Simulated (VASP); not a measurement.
Pt (fcc) is relaxed at rising pressure, each step from the one before. Symmetry mostly holds the structure type, and other phases were not tried. The mesh follows the cell, and a change of mesh leaves a small step in the series.

Consider the following.

```
CELL_PARAMETERS angstrom
      0.00000     1.95761     1.95761
      1.95761     0.00000     1.95761
      1.95761     1.95761     0.00000
ATOMIC_POSITIONS crystal
  Pt 0.00000 0.00000 0.00000
```

Level of theory: PBEsol GGA, VASP's PBE PAW potentials (set 64) (plane waves; VASP). Numerical set-up: 500 eV cut-off, 16×16×16 Γ-centred mesh, first-order Methfessel-Paxton smearing of 0.10 eV, potentials Pt.

Unless said otherwise, spin-orbit coupling is left out, though it shifts the bands of the heavy elements here.

```tsv
P (GPa)	V (Å³/atom)	H − H(0) (eV/atom)	space group	gap on the mesh (eV)	k-mesh
0	15.00	0.000	Fm-3m	0.00	16×16×16
5	14.77	0.465	Fm-3m	0.00	16×16×16
10	?	?	Fm-3m	0.00	16×16×16
20	14.15	1.817	Fm-3m	0.00	16×16×16
30	13.82	2.690	Fm-3m	0.00	16×16×16
45	?	?	Fm-3m	0.00	17×17×17
```

Fill in the missing entries.

- 10, V (Å³/atom): 14.55
- 10, H − H(0) (eV/atom): 0.922
- 45, V (Å³/atom): 13.39
- 45, H − H(0) (eV/atom): 3.960

Pressures at which the relaxation failed are left out.

The compound is Pt in the fcc structure.
